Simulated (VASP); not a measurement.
Input for VASP

### KPOINTS
```
Automatic mesh
0
Gamma
6 6 6
0 0 0
```

### POSCAR
```
BaHfO3
1
    4.0103946374     0.0000000000     0.0000000000
    0.0000000000     4.0103946374     0.0000000000
    0.0000000000     0.0000000000     4.0103946374
Ba Hf O
1 1 3
Direct
  0.0000000000   0.0000000000   0.0000000000
  0.5000000000   0.5000000000   0.5000000000
  0.5000000000   0.0000000000   0.5000000000
  0.0000000000   0.5000000000   0.5000000000
  0.5000000000   0.5000000000   0.0000000000
```

**INCAR**
```
# general
SYSTEM =BaHfO3
PREC   =Accurate
ENCUT  =620   # plane-wave cut-off (eV)
LREAL  =.FALSE.   # projection in real space or not
LASPH  =.TRUE.

# electronic loop
EDIFF  =1E-6   # SCF stop (eV)
NELM   =100
ALGO   =Normal   # blocked Davidson
LMAXMIX=6   # l cut-off of mixed one-centre charges

# smearing
ISMEAR =0   # Gaussian
SIGMA  =0.05   # width (eV)

# functional
GGA    =PE   # PBE

# ions
IBRION =2   # conjugate gradients
NSW    =40   # most ionic steps
ISIF   =3   # ions, shape and volume
EDIFFG =-0.02
PSTRESS=450   # kbar

# output
LWAVE  =.FALSE.
LCHARG =.FALSE.
```

POTCAR, in this order: Ba_sv Hf_pv O (PBE.64 set). Program: vasp_std.

**Question.** Translate this PBE calculation to Quantum ESPRESSO's pw.x.

**Answer.** One equivalent input (not run):
```
&CONTROL
  calculation = 'vc-relax'
  pseudo_dir = './pseudo'
  outdir = './out'
  tprnfor = .true.
  tstress = .true.
  nstep = 40
  forc_conv_thr = 0.00078
/
&SYSTEM
  ibrav = 0
  nat = 5
  ntyp = 3
  ecutwfc = 84
  occupations = 'smearing'
  smearing = 'gaussian'
  degauss = 0.003675
  input_dft = 'pbe'
/
&ELECTRONS
  conv_thr = 7.3e-08
  electron_maxstep = 100
/
&IONS
/
&CELL
  press = 450
/
ATOMIC_SPECIES
  Ba 137.327 Ba.upf
  Hf 178.490 Hf.upf
  O 15.999 O.upf
CELL_PARAMETERS angstrom
     4.0103946    0.0000000    0.0000000
     0.0000000    4.0103946    0.0000000
     0.0000000    0.0000000    4.0103946
ATOMIC_POSITIONS crystal
  Ba   0.0000000  0.0000000  0.0000000
  Hf   0.5000000  0.5000000  0.5000000
  O    0.5000000  0.0000000  0.5000000
  O    0.0000000  0.5000000  0.5000000
  O    0.5000000  0.5000000  0.0000000
K_POINTS automatic
  6 6 6 0 0 0
```
The two are equivalent in intent, not identical: the potentials are each code's own (VASP's PAW set, PseudoDojo norm-conserving files in pw.x), so ENCUT and ecutwfc are chosen apart and not converted; conv_thr bounds pw.x's estimated SCF error, while EDIFF bounds the energy change between steps; forc_conv_thr acts on force components and is met together with etot_conv_thr.

The compound is BaHfO3 in the cubic perovskite structure. This run relaxes it under an external pressure of 45 GPa. Symmetry was kept, so distortions that lower it aren't found.
